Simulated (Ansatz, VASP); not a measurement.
## SmBeB4: VASP beside Ansatz

The input INCAR:

```
  ALGO = Normal
  EDIFF = 1E-6
  EDIFFG = -0.04
  ENCUT = 600
  GGA = PE
  IBRION = 2
  ISIF = 3
  ISMEAR = 0
  LASPH = T
  LCHARG = F
  LREAL = F
  LWAVE = F
  NELM = 100
  NSW = 90
  PREC = Accurate
  SIGMA = 0.1
```

File KPOINTS:

```
k-points
0
Gamma
  6 6 4
```

POSCAR

```
SmBeB4
1.0
    3.1425963700      0.0000000000      0.0000000000
   -1.5712981800      2.7215682900      0.0000000000
    0.0000000000      0.0000000000      6.7182204200
Sm Be B
1 1 4
Direct
    0.0000000000      0.0000000000      0.5000000000
    0.0000000000      0.0000000000      0.0000000000
    0.3333333300      0.6666666700      0.7407687300
    0.3333333300      0.6666666700      0.2592312700
    0.6666666700      0.3333333300      0.7407687300
    0.6666666700      0.3333333300      0.2592312700
```

Input for Ansatz:

```yaml
crystal:
  lattice:
    - [3.14259637, 0.0, 0.0]
    - [-1.57129818, 2.72156829, 0.0]
    - [0.0, 0.0, 6.71822042]
  atoms:
    - { symbol: Sm, position: [0.0, 0.0, 0.5] }
    - { symbol: Be, position: [0.0, 0.0, 0.0] }
    - { symbol: B, position: [0.33333333, 0.66666667, 0.74076873] }
    - { symbol: B, position: [0.33333333, 0.66666667, 0.25923127] }
    - { symbol: B, position: [0.66666667, 0.33333333, 0.74076873] }
    - { symbol: B, position: [0.66666667, 0.33333333, 0.25923127] }
basis:
  ecutwfc: 690
kpoints:
  mp_grid: { grid: [6, 6, 4] }
hamiltonian:
  xc: pbe
  pseudopotentials:
    kind: paw
    azcp: { Sm: "pseudopotentials/pbe/nc/lanthanide_3plus/Sm.nc.azcp" }
scf:
  occupations: { method: gaussian, width: 0.1 }
  lower_state_search: "off"
output:
  forces: true
  stress: true
  eigenvalues: true
relax:
  adjacent_minimum: "off"
  f_tol: 0.04
  max_steps: 70
  cell: { stress_tol: 0.4 }
```

Change from the starting cell: species swapped into the TiNbB4 type (P6/mmm, No. 191).

Alike in both runs: task relaxation of cell and atoms; functional PBE; k mesh 6 × 6 × 4; occupations gaussian, width 0.1 eV; no spin polarisation.

```csv
,VASP,Ansatz
version,VASP 6.6.1,Ansatz 0.2.0
potentials or method,"VASP PAW PBE potentials, release 64 (Sm, Be, B)","scalar-relativistic, plane waves, PAW"
plane-wave cutoff (eV),600,690
valence electrons in the cell,30,25
```

```csv
,VASP,Ansatz,Ansatz less VASP
"gap on the k mesh at the Fermi level, each at its own relaxed structure (eV)",none,none,-
relaxed volume (Å³/atom),9.04,9.58,+0.541
relaxed cell length with the largest relative difference (Å),3.044,3.120,+0.0764
energy change over the relaxation (meV/atom),-343,-484,-141.6
```

A gap of «none» marks a metal or a gap that the smearing closes. One of these differences is far larger than is usual between the two programs; its cause wasn't traced. The two sets of potentials don't hold the same shells in valence.

Caveats: the k mesh is coarse (spacing up to 0.38 Å⁻¹), so the values aren't converged; the electronic state changed during the relaxation; without U or exact exchange the open f shell lies at the Fermi level, which spoils levels, moments and volumes. Spin polarisation is off, so any magnetic state and its effect on volume and gap are missing. Spin-orbit coupling is left out, which matters for the levels of Sm.
